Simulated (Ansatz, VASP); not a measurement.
## TaRu in VASP and in Ansatz

```
Ta Ru
1.0
     3.12051    0.00000    0.00000
     0.00000    3.12051    0.00000
     0.00000    0.00000    3.12051
Ta Ru
1 1
Direct
  0.50000 0.50000 0.50000
  0.00000 0.00000 0.00000
```

Alike in both runs: functional LDA; k mesh 14 × 14 × 14; occupations fermi-dirac, width 0.15 eV; no spin polarisation.

Ansatz relaxed the structure, and its values are those at the end. VASP's run is a single point on that final structure, the one shown.

|  | VASP | Ansatz |
| --- | --- | --- |
| version | VASP 6.6.1 | Ansatz 0.2.0 |
| potentials or method | VASP PAW LDA potentials, release 64 (Ta_pv, Ru_pv) | scalar-relativistic, plane waves, PAW |
| plane-wave cutoff (eV) | 520 | 420 |
| valence electrons in the cell | 25 | 29 |

```csv
,VASP,Ansatz,Ansatz less VASP
gap on the k mesh at the Fermi level (eV),none,none,-
pressure (GPa),1.1,0.0,-1.06
```

A gap of «none» marks a metal or a gap that the smearing closes. The two sets of potentials don't hold the same shells in valence.

Spin-orbit coupling is left out, which matters for the levels of Ta.
